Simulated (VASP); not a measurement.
A convergence study with VASP on LiBr: one setting is varied, all else stays as given below, so the limit is that of these other settings.

```
CELL_PARAMETERS angstrom
      3.87742     0.00000     0.00000
     -3.87742     3.87742     0.00000
      0.00000     0.00000    22.22531
ATOMIC_POSITIONS crystal
  Br 0.00000 0.00000 0.31496
  Br 0.00000 0.50000 0.43832
  Br 0.00000 0.00000 0.56168
  Br 0.00000 0.50000 0.68504
  Li 0.00000 0.00000 0.43832
  Li 0.00000 0.50000 0.31496
  Li 0.00000 0.00000 0.68504
  Li 0.00000 0.50000 0.56168
```

The numbers are results of PBEsol GGA, VASP's PBE PAW potentials (set 64) (plane waves; VASP 6.6.1), not measurements. The tightest run used: 400 eV cut-off, 22×22×1 Γ-centred mesh, Fermi-Dirac smearing of 0.020 eV, potentials Br Li_sv.

Gaps are read on the run's mesh, which can miss a band edge.

Question: The settings run are 2×2×1 mesh; 3×3×1 mesh; 4×4×1 mesh; 5×5×1 mesh; 6×6×1 mesh; 9×9×1 mesh; 10×10×1 mesh; 12×12×1 mesh; 14×14×1 mesh; 16×16×1 mesh; 19×19×1 mesh; 22×22×1 mesh. From which on does the energy per atom stay within 0.005 eV/atom of the tightest run?

Answer: From 4×4×1 mesh on: it is off by 0.0023 there and by no more than 0.005 in any finer run, while 3×3×1 mesh is off by 0.0142.
```csv
setting,E (eV/atom),gap on the mesh (eV),irreducible k-points,difference judged (eV/atom)
2×2×1 mesh,-3.3266,4.655,3,0.1178
3×3×1 mesh,-3.4302,4.687,3,0.0142
4×4×1 mesh,-3.4421,4.681,6,0.0023
5×5×1 mesh,-3.4441,4.687,6,0.0004
6×6×1 mesh,-3.4444,4.694,10,0.0000
9×9×1 mesh,-3.4444,4.685,15,0.0000
10×10×1 mesh,-3.4444,4.688,21,0.0000
12×12×1 mesh,-3.4444,4.684,28,0.0000
14×14×1 mesh,-3.4444,4.686,36,0.0000
16×16×1 mesh,-3.4444,4.684,45,0.0000
19×19×1 mesh,-3.4444,4.684,55,0.0000
22×22×1 mesh,-3.4444,4.684,78,0.0000
```

Left out are rungs that failed or repeat a setting and relaxations that didn't move; long series are thinned to 24 rows.

The cell is a sheet or thin cut with vacuum, built from a generated structure.
